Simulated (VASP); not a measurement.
Output of a VASP run:

### OSZICAR
```
       N       E                     dE             d eps       ncg     rms          rms(c)
DAV:   1     0.102906125325E+03    0.10291E+03   -0.10896E+04  1728   0.264E+03
DAV:   2    -0.512408494163E+01   -0.10803E+03   -0.10539E+03  1722   0.362E+02
DAV:   3    -0.105638299938E+02   -0.54397E+01   -0.54176E+01  2009   0.860E+01
DAV:   4    -0.106406056130E+02   -0.76776E-01   -0.76760E-01  2203   0.965E+00
DAV:   5    -0.106428304800E+02   -0.22249E-02   -0.22249E-02  2106   0.138E+00    0.942E+00
DAV:   6    -0.116918280035E+02   -0.10490E+01   -0.21843E+01  1888   0.624E+01    0.113E+01
DAV:   7    -0.972999074478E+01    0.19618E+01   -0.90065E+00  1757   0.462E+01    0.175E+00
DAV:   8    -0.971485525539E+01    0.15135E-01   -0.23561E-01  1979   0.549E+00    0.660E-01
DAV:   9    -0.970859200661E+01    0.62632E-02   -0.20971E-02  2289   0.230E+00    0.138E-01
DAV:  10    -0.970833632995E+01    0.25568E-03   -0.67149E-04  2245   0.380E-01    0.674E-02
DAV:  11    -0.970832875184E+01    0.75781E-05   -0.90973E-05  2470   0.172E-01    0.130E-02
DAV:  12    -0.970832793485E+01    0.81699E-06   -0.43540E-06  1850   0.379E-02
   1 F= -.97083279E+01 E0= -.97086448E+01  d E =-.970833E+01
       N       E                     dE             d eps       ncg     rms          rms(c)
DAV:   1    -0.101885624732E+02   -0.48023E+00   -0.63430E+00  1694   0.495E+01    0.525E+00
DAV:   2    -0.102922384915E+02   -0.10368E+00   -0.62418E+00  1730   0.344E+01    0.559E+00
DAV:   3    -0.975609616129E+01    0.53614E+00   -0.29437E+00  1760   0.234E+01    0.158E+00
DAV:   4    -0.971447801271E+01    0.41618E-01   -0.95490E-02  2165   0.474E+00    0.338E-01
DAV:   5    -0.971018050887E+01    0.42975E-02   -0.59443E-03  2296   0.134E+00    0.706E-02
DAV:   6    -0.971000124534E+01    0.17926E-03   -0.27371E-04  2264   0.266E-01    0.194E-02
DAV:   7    -0.971000415874E+01   -0.29134E-05   -0.10513E-05  2487   0.413E-02    0.292E-03
DAV:   8    -0.971000508804E+01   -0.92930E-06   -0.60639E-07  1118   0.110E-02
   2 F= -.97100051E+01 E0= -.97102678E+01  d E =-.167715E-02
       N       E                     dE             d eps       ncg     rms          rms(c)
DAV:   1    -0.981830040248E+01   -0.10830E+00   -0.13557E+00  1722   0.216E+01    0.243E+00
DAV:   2    -0.982358153526E+01   -0.52811E-02   -0.11730E+00  1739   0.159E+01    0.239E+00
DAV:   3    -0.972471602004E+01    0.98866E-01   -0.53366E-01  1765   0.108E+01    0.729E-01
DAV:   4    -0.971541876106E+01    0.92973E-02   -0.22200E-02  2308   0.219E+00    0.149E-01
DAV:   5    -0.971451917908E+01    0.89958E-03   -0.12714E-03  2304   0.613E-01    0.380E-02
DAV:   6    -0.971450846979E+01    0.10709E-04   -0.64712E-05  2184   0.124E-01    0.124E-02
DAV:   7    -0.971450703815E+01    0.14316E-05   -0.22651E-06  1841   0.149E-02    0.219E-03
DAV:   8    -0.971450676259E+01    0.27556E-06   -0.22817E-07   938   0.598E-03
   3 F= -.97145068E+01 E0= -.97147961E+01  d E =-.617883E-02
```

OUTCAR:
```
------------------------ aborting loop because EDIFF is reached ----------------------------------------
  FORCE on cell =-STRESS in cart. coord.  units (eV):
  Direction    XX          YY          ZZ          XY          YZ          ZX
  --------------------------------------------------------------------------------------
  Total       -0.0025764     -0.0025764     -0.0025764     -0.0000000     -0.0000000      0.0000000
  in kB       -0.1690710     -0.1690710     -0.1690710     -0.0000000     -0.0000000      0.0000000
  external PRESSURE =      -0.1690710 kB  Pullay stress =       0.0000000 kB
  volume of cell :       24.42
      direct lattice vectors                 reciprocal lattice vectors
     2.901031006 -0.000000000  0.000000000     0.344705037  0.000000000 -0.000000000
    -0.000000000  2.901031006 -0.000000000     0.000000000  0.344705037  0.000000000
     0.000000000 -0.000000000  2.901031006    -0.000000000  0.000000000  0.344705037
 POSITION                                       TOTAL-FORCE (eV/Angst)
 -----------------------------------------------------------------------------------
      1.45052      1.45052      1.45052         0.000000     -0.000000      0.000000
      0.00000      0.00000      0.00000        -0.000000      0.000000      0.000000
 -----------------------------------------------------------------------------------
    total drift:                                0.000000      0.000000     -0.000000
  FREE ENERGIE OF THE ION-ELECTRON SYSTEM (eV)
  ---------------------------------------------------
  free  energy   TOTEN  =        -9.7145067626 eV

  energy  without entropy=       -9.7153749073  energy(sigma->0) =       -9.71479614

 reached required accuracy - stopping structural energy minimisation
```
(Selected blocks of OUTCAR.)

File POSCAR:
```
CoGa
1
    2.8800000000     0.0000000000     0.0000000000
    0.0000000000     2.8800000000     0.0000000000
    0.0000000000     0.0000000000     2.8800000000
Ga Co
1 1
Direct
  0.5000000000   0.5000000000   0.5000000000
  0.0000000000   0.0000000000   0.0000000000
```

**Question.** Reconstruct the remaining input files.

**Answer.** One answer among several that fit: the input of the run itself, revPBE GGA, plane waves, VASP's PBE PAW potentials (set 64).

INCAR:
```
EDIFF = 1E-6   # SCF stop (eV)
LMAXMIX = 4   # l cut-off of mixed one-centre charges
LCHARG = .FALSE.
LREAL = .FALSE.   # projection in real space or not
SIGMA = 0.1
NELM = 100   # most electronic steps
LASPH = .TRUE.   # aspherical one-centre terms
GGA = RE   # revPBE
SYSTEM = CoGa
ISMEAR = 1   # Methfessel-Paxton
NSW = 60
ENCUT = 520   # plane-wave cut-off (eV)
PREC = Accurate
IBRION = 2   # conjugate gradients
ISIF = 3   # ions, shape and volume
ALGO = Normal   # blocked Davidson
EDIFFG = -0.01   # ionic stop
LWAVE = .FALSE.
```

KPOINTS:
```
Regular mesh
0
G
 11 11 11
```

POTCAR, in this order: Ga_d Co (PBE.64 set). Program: vasp_std.

Energy and stress use the plane-wave basis of the starting cell.

The compound is CoGa in the CsCl type structure. This run relaxes it. Symmetry was kept, so distortions that lower it aren't found. The run is not spin-polarised, so no magnetic state was tried.
